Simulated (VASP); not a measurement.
# PtF2 (Fm-3m) in VASP: a series of runs

One crystal, PtF2, is run at these levels: LDA+U; tasks: single point.

Program: VASP 6.6.1. These are calculated values, not measurements. Logs are shortened: lines on timing, memory, paths and dates and some standing lists are left out, and cuts for length are marked.

## (1) The crystal as given

It takes space group Fm-3m (No. 225, cubic). The conventional cell has a = 5.105 Å, b = 5.105 Å, c = 5.105 Å, α = 90.00°, β = 90.00°, γ = 90.00°. Pt (site symmetry m-3m) is surrounded by 8 F at 2.21 Å. F (site symmetry -43m) has 4 Pt at 2.21 Å as nearest neighbours.

The cell comes from a database or a generator and needn't be the stable form of this composition.

## (2) Single point, LDA+U, collinear spin, ferromagnetic start

File INCAR:

```
SYSTEM = PtF2
ALGO     = Fast           ! electronic algorithm
EDIFF    = 1E-7           ! SCF threshold, eV
ENCUT    = 520            ! plane-wave cutoff, eV
GGA      = CA             ! functional
ISIF     = 2              ! what is computed and relaxed
ISMEAR   = 0              ! smearing method
ISPIN    = 2              ! spin polarisation
LASPH    = .True.         ! aspherical terms in the spheres
LCHARG   = .False.        ! write CHGCAR
LDAU     = .True.         ! DFT+U
LDAUJ    = 0 0          
LDAUL    = 2 -1           ! shell
LDAUPRINT= 1            
LDAUTYPE = 2            
LDAUU    = 7 0            ! U, eV
LMAXMIX  = 4              ! l up to which the mixer works
LORBIT   = 11             ! projections on sites
LREAL    = .False.        ! projectors in reciprocal space
LWAVE    = .False.        ! write WAVECAR
MAGMOM   = 0.5 0 0        ! initial moments
NBANDS   = 23             ! bands
NELM     = 60             ! most SCF steps
PREC     = Accurate       ! precision mode
SIGMA    = 0.05           ! smearing width, eV
```

File KPOINTS:

```
k-points
0
Gamma
  6 6 6
  0 0 0
```

File POSCAR:

```
PtF2
1.0
    0.0000000000      2.5525506100      2.5525506100
    2.5525506100      0.0000000000      2.5525506100
    2.5525506100      2.5525506100      0.0000000000
Pt F
1 2
Direct
    0.0000000000      0.0000000000      0.0000000000
    0.2500000000      0.2500000000      0.2500000000
    0.7500000000      0.7500000000      0.7500000000
```

Potentials or basis: VASP PAW LDA potentials, release 64 (Pt, F).

Command:

```
> cat potpaw_LDA.64/Pt/POTCAR potpaw_LDA.64/F/POTCAR > POTCAR
> mpirun -np 1 vasp_std > vasp.out
```

OUTCAR:

```text
SYSTEM = PtF2
   EDIFF = 1E-7
   ENCUT = 520
   GGA = CA
   ISIF = 2
   ISMEAR = 0
   ISPIN = 2
   LASPH = .True.
   LORBIT = 11
   LREAL = .False.
   NELM = 60
   PREC = Accurate

 ion  position               nearest neighbor table
   1  0.000  0.000  0.000-   3 2.21   3 2.21   3 2.21   2 2.21   3 2.21   2 2.21   2 2.21   2 2.21

   2  0.250  0.250  0.250-   1 2.21   1 2.21   1 2.21   1 2.21
   3  0.750  0.750  0.750-   1 2.21   1 2.21   1 2.21   1 2.21

  LATTYP: Found a face centered cubic cell.
 ALAT       =     5.1051012200

  Lattice vectors:

 A1 = (   0.0000000000,   2.5525506100,   2.5525506100)
 A2 = (   2.5525506100,   0.0000000000,   2.5525506100)
 A3 = (   2.5525506100,   2.5525506100,   0.0000000000)

Analysis of symmetry for initial positions (statically):
=====================================================================
 Subroutine PRICEL returns:
 Original cell was already a primitive cell.

 Routine SETGRP: Setting up the symmetry group for a
 face centered cubic supercell.

 Subroutine GETGRP returns: Found 48 space group operations
 (whereof 48 operations were pure point group operations)
 out of a pool of 48 trial point group operations.

The static configuration has the point symmetry O_h .

Analysis of symmetry for dynamics (positions and initial velocities):
=====================================================================
 Subroutine PRICEL returns:
 Original cell was already a primitive cell.

 Routine SETGRP: Setting up the symmetry group for a
 face centered cubic supercell.

 Subroutine GETGRP returns: Found 48 space group operations
 (whereof 48 operations were pure point group operations)
 out of a pool of 48 trial point group operations.

The dynamic configuration has the point symmetry O_h .

Analysis of structural, dynamic, and magnetic symmetry:
=====================================================================
 Subroutine PRICEL returns:
 Original cell was already a primitive cell.

 Routine SETGRP: Setting up the symmetry group for a
 face centered cubic supercell.

 Subroutine GETGRP returns: Found 48 space group operations
 (whereof 48 operations were pure point group operations)
 out of a pool of 48 trial point group operations.

The overall configuration has the point symmetry O_h .

 Subroutine INISYM returns: Found 48 space group operations
 (whereof 48 operations are pure point group operations),
 and found     1 'primitive' translations

----------------------------------------------------------------------------------------

                                     Primitive cell

  volume of cell :      33.2624

  direct lattice vectors                    reciprocal lattice vectors
     0.000000000  2.552550610  2.552550610    -0.195882502  0.195882502  0.195882502
     2.552550610  0.000000000  2.552550610     0.195882502 -0.195882502  0.195882502
     2.552550610  2.552550610  0.000000000     0.195882502  0.195882502 -0.195882502

  length of vectors
     3.609851691  3.609851691  3.609851691     0.339278446  0.339278446  0.339278446

  position of ions in fractional coordinates (direct lattice)
     0.000000000  0.000000000  0.000000000
     0.250000000  0.250000000  0.250000000
     0.750000000  0.750000000  0.750000000

  ion indices of the primitive-cell ions
   primitive index   ion index
                 1           1
                 2           2
                 3           3

----------------------------------------------------------------------------------------

 KPOINTS: k-points

Automatic generation of k-mesh.
 Grid dimensions read from file:
 generate k-points for:    6    6    6

[... 68 lines left out ...]
   EFERMI =   0.00;   METHOD = LEGACY
   ISMEAR =     0;   SIGMA  =   0.05  broadening in eV -4-tet -1-fermi 0-gaus
   EFERMI_NEDOS =   21; number of points for ismear=-14 and -15
   IALGO  =     68    algorithm
   IMIX   =      4    mixing-type and parameters
     AMIX     =   0.40;   BMIX     =  1.00
     AMIX_MAG =   1.60;   BMIX_MAG =  1.00
  volume/ion in A,a.u.               =      11.09        74.82
  Fermi-wavevector in a.u.,A,eV,Ry     =   1.468343  2.774766 29.334589  2.156032
  Thomas-Fermi vector in A             =   2.583852
   LORBIT       =     11    0 simple, 1 ext, 2 COOP (PROOUT), +10 PAW based schemes
 LDA+U is selected, type is set to LDAUTYPE =  2
   angular momentum for each species LDAUL =     2   -1
   U (eV)           for each species LDAUU =   7.0  0.0
   J (eV)           for each species LDAUJ =   0.0  0.0
   GGA     = CA    functional components
   LHFCALC =     F    Hartree Fock is set to
   AEXX    =    0.0000 exact exchange contribution
   IVDW    =     0    specifies the selected vdW correction
   LEPSILON=     F    determine dielectric tensor
   LRPA    =     F    only Hartree local field effects (RPA)
 spin polarized calculation
 RMM-DIIS sequential band-by-band and
 Gauss-broadening in eV      SIGMA  =   0.05
  energy-cutoff  :      520.00
  volume of cell :       33.26
 maximum number of plane-waves:       934
   NGX = 13   NGY = 13   NGZ = 13

atom =   1  type =  1  l = 2

 onsite density matrix

spin component  1

  1.0508 -0.0000  0.0000  0.0000 -0.0000
 -0.0000  1.0508 -0.0000 -0.0000 -0.0000
  0.0000 -0.0000  0.9871  0.0000 -0.0000
  0.0000 -0.0000  0.0000  1.0508 -0.0000
 -0.0000 -0.0000 -0.0000 -0.0000  0.9871

spin component  2

  0.4872  0.0000 -0.0000 -0.0000 -0.0000
  0.0000  0.4872  0.0000  0.0000  0.0000
 -0.0000  0.0000  0.9819  0.0000  0.0000
 -0.0000  0.0000  0.0000  0.4872 -0.0000
 -0.0000  0.0000  0.0000 -0.0000  0.9819

 occupancies and eigenvectors

  o =  0.4872  v =  0.0000  0.0000  0.0000  0.0000  0.0000  0.0000  1.0000  0.0000  0.0078 -0.0000      0.0000  0.0000  0.0000  0.0000  0.0000  0.0000  0.0000  0.0000  0.0000  0.0000
  o =  0.4872  v =  0.0000  0.0000  0.0000  0.0000  0.0000  1.0000  0.0000  0.0000  0.0000  0.0000      0.0000  0.0000  0.0000  0.0000  0.0000  0.0000  0.0000  0.0000  0.0000  0.0000
  o =  0.4872  v =  0.0000  0.0000  0.0000  0.0000  0.0000  0.0000  0.0078 -0.0000 -1.0000 -0.0000      0.0000  0.0000  0.0000  0.0000  0.0000  0.0000  0.0000  0.0000  0.0000  0.0000
  o =  0.9819  v =  0.0000  0.0000  0.0000  0.0000  0.0000  0.0000 -0.0000  0.3456  0.0000 -0.9384      0.0000  0.0000  0.0000  0.0000  0.0000  0.0000  0.0000  0.0000  0.0000  0.0000
  o =  0.9819  v =  0.0000  0.0000  0.0000  0.0000  0.0000  0.0000  0.0000 -0.9384 -0.0000 -0.3456      0.0000  0.0000  0.0000  0.0000  0.0000  0.0000  0.0000  0.0000  0.0000  0.0000
  o =  0.9871  v =  0.0000  0.0000  0.4487  0.0000  0.8937  0.0000  0.0000  0.0000  0.0000  0.0000      0.0000  0.0000  0.0000  0.0000  0.0000  0.0000  0.0000  0.0000  0.0000  0.0000
  o =  0.9871  v =  0.0000 -0.0000  0.8937 -0.0000 -0.4487  0.0000  0.0000  0.0000  0.0000  0.0000      0.0000  0.0000  0.0000  0.0000  0.0000  0.0000  0.0000  0.0000  0.0000  0.0000
  o =  1.0508  v =  1.0000  0.0000  0.0000  0.0000  0.0000  0.0000  0.0000  0.0000  0.0000  0.0000      0.0000  0.0000  0.0000  0.0000  0.0000  0.0000  0.0000  0.0000  0.0000  0.0000
  o =  1.0508  v =  0.0000  0.0468 -0.0000 -0.9989  0.0000  0.0000  0.0000  0.0000  0.0000  0.0000      0.0000  0.0000  0.0000  0.0000  0.0000  0.0000  0.0000  0.0000  0.0000  0.0000
  o =  1.0508  v =  0.0000 -0.9989 -0.0000 -0.0468  0.0000  0.0000  0.0000  0.0000  0.0000  0.0000      0.0000  0.0000  0.0000  0.0000  0.0000  0.0000  0.0000  0.0000  0.0000  0.0000

 number of electron      23.9999986 magnetization       2.0030903

 Free energy of the ion-electron system (eV)
  ---------------------------------------------------
  ext. energy  EPLUGINS =         0.00000000
  ---------------------------------------------------
  free energy    TOTEN  =        -9.68472820 eV

  energy without entropy =       -9.68309909  energy(sigma->0) =       -9.68391365

 E-fermi :   6.2255     XC(G=0): -12.2159

 val. band max:        6.2217450676   @ k =   0.3333   0.3333   0.0000
 cond. band min:       6.2367716436   @ k =   0.0000   0.0000   0.0000
 fundamental gap:      0.0150265759
 Fermi energy:         6.2255086403

 spin component 1

 k-point     1 :       0.0000    0.0000    0.0000
  band No.  band energies     occupation
      1     -19.3359      1.00000
      2     -17.6774      1.00000
      3      -4.4066      1.00000
      4      -4.4066      1.00000
      5      -4.4066      1.00000
      6       0.3764      1.00000
[... 405 lines left out ...]
     22      28.7810      0.00000
     23      30.8100      0.00000
 Fermi energy:         6.2255086403

 spin component 2

 k-point     1 :       0.0000    0.0000    0.0000
  band No.  band energies     occupation
      1     -18.9679      1.00000
      2     -17.2799      1.00000
      3      -2.2190      1.00000
      4      -2.2190      1.00000
      5      -2.2190      1.00000
      6       1.0223      1.00000
[... 405 lines left out ...]
     22      29.7917      0.00000
     23      31.4678      0.00000

------------------------ aborting loop because EDIFF is reached ----------------------------------------

  FORCE on cell =-STRESS in cart. coord.  units (eV):
  Direction    XX          YY          ZZ          XY          YZ          ZX
  --------------------------------------------------------------------------------------
  -------------------------------------------------------------------------------------
  Total        2.6669939      2.6669939      2.6669939      0.0000000      0.0000000      0.0000000
  in kB      128.4634307    128.4634307    128.4634307      0.0000000      0.0000000      0.0000000
  external PRESSURE =     128.4634307 kB  Pullay stress =       0.0000000 kB

 VOLUME and BASIS-vectors are now :
 -----------------------------------------------------------------------------
  energy-cutoff  :      520.00
  volume of cell :       33.26
      direct lattice vectors                 reciprocal lattice vectors
     0.000000000  2.552550610  2.552550610    -0.195882502  0.195882502  0.195882502
     2.552550610  0.000000000  2.552550610     0.195882502 -0.195882502  0.195882502
     2.552550610  2.552550610  0.000000000     0.195882502  0.195882502 -0.195882502

 POSITION                                       TOTAL-FORCE (eV/Angst)
 -----------------------------------------------------------------------------------
      0.00000      0.00000      0.00000        -0.000000      0.000000     -0.000000
      1.27628      1.27628      1.27628        -0.000000     -0.000000      0.000000
      3.82883      3.82883      3.82883         0.000000      0.000000     -0.000000
 -----------------------------------------------------------------------------------
    total drift:                                0.000000      0.000000      0.000000

  FREE ENERGIE OF THE ION-ELECTRON SYSTEM (eV)
  ---------------------------------------------------
  free  energy   TOTEN  =        -9.6847282043 eV

  energy  without entropy=       -9.6830990933  energy(sigma->0) =       -9.68391365

 total charge

# of ion       s       p       d       tot
------------------------------------------
    1        0.363   0.378   8.486   9.227
    2        1.746   4.281   0.000   6.027
    3        1.746   4.281   0.000   6.027
--------------------------------------------------
tot          3.855   8.941   8.486  21.282

 magnetization (x)

# of ion       s       p       d       tot
------------------------------------------
    1        0.002   0.003   1.690   1.695
    2        0.001   0.207   0.000   0.209
    3        0.001   0.207   0.000   0.209
--------------------------------------------------
tot          0.004   0.418   1.690   2.112
```

Run time: 49 s. Hardware: 1 thread of AMD EPYC 7R13 (Zen 3), shared host; peak memory 0.12 GiB.

Results:

| Property | Result |
| --- | --- |
| Free energy | -9.6847 eV |
| Pressure | 12.8 GPa |
| Band gap on the k mesh | none (metal or under the smearing width) |
| Net moment | 2.00 μB per cell |
| Site moments | Pt +1.70; F +0.21 μB |
| Valence electrons inside the program's atomic spheres | Pt 9.23; F 6.03 |

Levels at points of the mesh, in eV from the Fermi level:
Spin up:
```
           k point  band 9  band 10  band 11  band 12  band 13  band 14  band 15  band 16  band 17  band 18
(0.00, 0.00, 0.00)   -5.53    -5.53    -1.89    -1.89    -1.89     0.01    10.98    10.98    10.98    15.84
(0.50, 0.00, 0.00)   -5.73    -5.73    -5.57    -2.18    -2.18     4.84     6.08    13.86    13.86    16.24
(0.50, 0.50, 0.00)   -5.38    -5.06    -4.93    -2.84    -2.84     5.95     7.92     9.25    12.86    12.86
```
Spin down:
```
           k point  band 8  band 9  band 10  band 11  band 12  band 13  band 14  band 15
(0.00, 0.00, 0.00)   -5.13   -5.13    -5.13     0.35     1.52     1.52     1.52    11.17
(0.50, 0.00, 0.00)   -6.12   -4.49    -4.49    -0.85     0.93     0.93     5.37     6.25
(0.50, 0.50, 0.00)   -4.71   -4.64    -4.33    -1.01     0.36     0.36     6.48     8.15
```

Eigenvalues of the final occupation matrices:
```csv
site,spin,trace,eigenvalues
site 1 d,1,5.13,0.99 0.99 1.05 1.05 1.05
site 1 d,2,3.43,0.49 0.49 0.49 0.98 0.98
```

[end of part 1 of 2]
